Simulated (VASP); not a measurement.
A convergence study with VASP on Nb (bcc): one setting is varied, all else stays as given below, so the limit is that of these other settings. Each run relaxes cell and ions from the cell shown. The basis is that of the starting cell, so low cut-offs carry a Pulay error.

```yaml
crystal:
  lattice:
    - [-1.65000, 1.65000, 1.65000]
    - [1.65000, -1.65000, 1.65000]
    - [1.65000, 1.65000, -1.65000]
  atoms:
    - { symbol: Nb, position: [0.00000, 0.00000, 0.00000] }
```

These are PBE GGA, VASP's PBE PAW potentials (set 64) (plane waves; VASP) values and carry that method's errors. The tightest run used: 700 eV cut-off, 13×13×13 Γ-centred mesh, first-order Methfessel-Paxton smearing of 0.10 eV, potentials Nb_sv.

Problem. The settings run are ENCUT = 200; ENCUT = 250; ENCUT = 300; ENCUT = 450; ENCUT = 500; ENCUT = 550; ENCUT = 600; ENCUT = 650; ENCUT = 700. From which on does the relaxed volume stay within 0.05 Å³/atom of the tightest run?

Solution. From ENCUT = 450 on: it is off by 0.034 there and by no more than 0.05 in any finer run, while ENCUT = 300 is off by 0.109.
```json
[
 {"setting": "ENCUT = 200", "relaxed volume (Å³/atom)": "15.267", "E (eV/atom)": "-10.6154", "plane waves": "135", "difference judged (Å³/atom)": "2.771"},
 {"setting": "ENCUT = 250", "relaxed volume (Å³/atom)": "17.393", "E (eV/atom)": "-10.2476", "plane waves": "177", "difference judged (Å³/atom)": "0.645"},
 {"setting": "ENCUT = 300", "relaxed volume (Å³/atom)": "17.928", "E (eV/atom)": "-10.2082", "plane waves": "236", "difference judged (Å³/atom)": "0.109"},
 {"setting": "ENCUT = 450", "relaxed volume (Å³/atom)": "18.003", "E (eV/atom)": "-10.2219", "plane waves": "402", "difference judged (Å³/atom)": "0.034"},
 {"setting": "ENCUT = 500", "relaxed volume (Å³/atom)": "18.028", "E (eV/atom)": "-10.2229", "plane waves": "470", "difference judged (Å³/atom)": "0.010"},
 {"setting": "ENCUT = 550", "relaxed volume (Å³/atom)": "18.036", "E (eV/atom)": "-10.2230", "plane waves": "543", "difference judged (Å³/atom)": "0.002"},
 {"setting": "ENCUT = 600", "relaxed volume (Å³/atom)": "18.036", "E (eV/atom)": "-10.2230", "plane waves": "613", "difference judged (Å³/atom)": "0.002"},
 {"setting": "ENCUT = 650", "relaxed volume (Å³/atom)": "18.036", "E (eV/atom)": "-10.2231", "plane waves": "691", "difference judged (Å³/atom)": "0.001"},
 {"setting": "ENCUT = 700", "relaxed volume (Å³/atom)": "18.037", "E (eV/atom)": "-10.2233", "plane waves": "767", "difference judged (Å³/atom)": "0.000"}
]
```

Left out are rungs that failed or repeat a setting and relaxations that didn't move; long series are thinned to 24 rows.

The compound is Nb in the bcc structure.
